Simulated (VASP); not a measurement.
Runs of VASP 6.6.1 on Sn. The structure is tetragonal, space group I4_1/amd (No. 141). The conventional cell has a = 5.832 Å, b = 5.832 Å, c = 3.182 Å, α = 90.00°, β = 90.00°, γ = 90.00°. Sn (site symmetry -4m2) has 6 Sn at 3.02 to 3.18 Å as nearest neighbours. 

```csv
task,level,potentials or basis,cell,k mesh,cutoff (eV),mesh quality,gap on the mesh (eV),pressure (GPa),relaxed volume (Å³/atom)
relaxation of cell and atoms,PBEsol,"VASP PAW PBE potentials, release 64 (Sn_d)",relaxed,16 × 16 × 16,480,not flagged,none,0.0,(b)
single point,PBEsol,"VASP PAW PBE potentials, release 64 (Sn_d)",as given,16 × 16 × 16,520,not flagged,none,(c),-
relaxation of cell and atoms,PBEsol,"VASP PAW PBE potentials, release 64 (Sn_d)",relaxed,6 × 6 × 6,600,coarse,none,0.0,26.82
relaxation of cell and atoms,PBEsol,"VASP PAW PBE potentials, release 64 (Sn_d)",relaxed,16 × 16 × 16,300,not flagged,none,0.0,26.62
relaxation of cell and atoms,RPBE,"VASP PAW PBE potentials, release 64 (Sn_d)",relaxed,16 × 16 × 16,600,not flagged,none,0.0,29.26
relaxation of cell and atoms,PBEsol,"VASP PAW PBE potentials, release 64 (Sn_d)",relaxed,16 × 16 × 16,600,not flagged,none,0.0,26.86
relaxation of cell and atoms,PBEsol,"VASP PAW PBE potentials, release 64 (Sn)",relaxed,16 × 16 × 16,580,not flagged,none,0.0,26.91
relaxation of cell and atoms,LDA,"VASP PAW LDA potentials, release 64 (Sn_d)",relaxed,16 × 16 × 16,600,not flagged,none,0.0,(a)
```

Alike in all rows: no spin polarisation; smearing gaussian 0.1 eV.

**Question.** Fill in the values left out.

**Answer.** (a) 26.19; (b) 26.85; (c) -0.4.

Caveats: some runs use coarse meshes; the PAW data sets were made with another functional, which shifts forces and pressure a little (some runs).

A k mesh can miss the band edges, and the runs leave out spin-orbit coupling on Sn.

A gap of «none» marks a metal or a gap under the smearing width.

The runs don't all hold the same shells in valence.

Runs at the PBE level aren't shown here.
